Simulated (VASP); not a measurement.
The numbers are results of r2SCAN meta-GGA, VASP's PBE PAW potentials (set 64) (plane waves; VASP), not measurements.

VASP ran on this input.

**KPOINTS**
```
Automatic mesh
0
Gamma
14 14 14
0 0 0
```

### INCAR
```
SYSTEM = Au
PREC = Accurate
ENCUT = 400
EDIFF = 1E-6
NELM = 100
ALGO = Normal
LREAL = .FALSE.
LASPH = .TRUE.
ISMEAR = 1
SIGMA = 0.1
METAGGA = R2SCAN
LMIXTAU = .TRUE.
LMAXMIX = 6
LWAVE = .FALSE.
LCHARG = .FALSE.
IBRION = 2
ISIF = 3
NSW = 60
EDIFFG = -0.01
```

**POSCAR**
```
Au
1
    0.0000000000     2.0626837841     2.0626837841
    2.0626837841    -0.0000000000     2.0626837841
    2.0626837841     2.0626837841     0.0000000000
Au
1
Direct
  0.0000000000   0.0000000000   0.0000000000
```

POTCAR, in this order: Au (PBE.64 set). Program: vasp_std.

The resulting files:

File OSZICAR:
```
       N       E                     dE             d eps       ncg     rms          rms(c)
DAV:   1    -0.177858445273E+02   -0.17786E+02   -0.50915E+03  2152   0.881E+02
DAV:   2    -0.542870183966E+02   -0.36501E+02   -0.34061E+02  1953   0.174E+02
DAV:   3    -0.545873069280E+02   -0.30029E+00   -0.30008E+00  2237   0.163E+01
DAV:   4    -0.545881792855E+02   -0.87236E-03   -0.87235E-03  2104   0.956E-01
DAV:   5    -0.545881865990E+02   -0.73135E-05   -0.73141E-05  2147   0.834E-02    0.893E+00
DAV:   6    -0.502769916141E+02    0.43112E+01   -0.52295E+00  1913   0.222E+01    0.657E+00
DAV:   7    -0.505506022551E+02   -0.27361E+00   -0.44153E-01  1880   0.504E+00    0.397E+00
DAV:   8    -0.505746599829E+02   -0.24058E-01   -0.82529E-02  1925   0.217E+00    0.360E-01
DAV:   9    -0.505919916543E+02   -0.17332E-01   -0.17452E-02  1947   0.104E+00    0.495E-02
DAV:  10    -0.505922695837E+02   -0.27793E-03   -0.15869E-03  1942   0.361E-01    0.495E-02
DAV:  11    -0.505926117794E+02   -0.34220E-03   -0.56823E-04  1991   0.211E-01    0.343E-02
DAV:  12    -0.505926850535E+02   -0.73274E-04   -0.50186E-05  1945   0.730E-02    0.149E-02
DAV:  13    -0.505926995040E+02   -0.14451E-04   -0.41185E-05  2018   0.632E-02    0.152E-03
DAV:  14    -0.505927035125E+02   -0.40084E-05   -0.48152E-06  1964   0.171E-02    0.329E-03
DAV:  15    -0.505927031512E+02    0.36128E-06   -0.31744E-07   945   0.627E-03
   1 F= -.50592703E+02 E0= -.50592858E+02  d E =-.505927E+02
```

**OUTCAR**
```
------------------------ aborting loop because EDIFF is reached ----------------------------------------
  FORCE on cell =-STRESS in cart. coord.  units (eV):
  Direction    XX          YY          ZZ          XY          YZ          ZX
  --------------------------------------------------------------------------------------
  Total       -0.0032968     -0.0032968     -0.0032968      0.0000000      0.0000000     -0.0000000
  in kB       -0.3009368     -0.3009368     -0.3009368      0.0000000      0.0000000     -0.0000000
  external PRESSURE =      -0.3009368 kB  Pullay stress =       0.0000000 kB
  volume of cell :       17.55
      direct lattice vectors                 reciprocal lattice vectors
     0.000000000  2.062683784  2.062683784    -0.242402643  0.242402643  0.242402643
     2.062683784  0.000000000  2.062683784     0.242402643 -0.242402643  0.242402643
     2.062683784  2.062683784  0.000000000     0.242402643  0.242402643 -0.242402643
 POSITION                                       TOTAL-FORCE (eV/Angst)
 -----------------------------------------------------------------------------------
      0.00000      0.00000      0.00000         0.000000      0.000000      0.000000
 -----------------------------------------------------------------------------------
    total drift:                                0.000000      0.000000      0.000000
  FREE ENERGIE OF THE ION-ELECTRON SYSTEM (eV)
  ---------------------------------------------------
  free  energy   TOTEN  =       -50.5927031512 eV

  energy  without entropy=      -50.5931686532  energy(sigma->0) =      -50.59285832

 reached required accuracy - stopping structural energy minimisation
```
(Selected blocks of OUTCAR.)

The compound is Au in the fcc structure. It was relaxed first. The start is the result of an earlier pass.
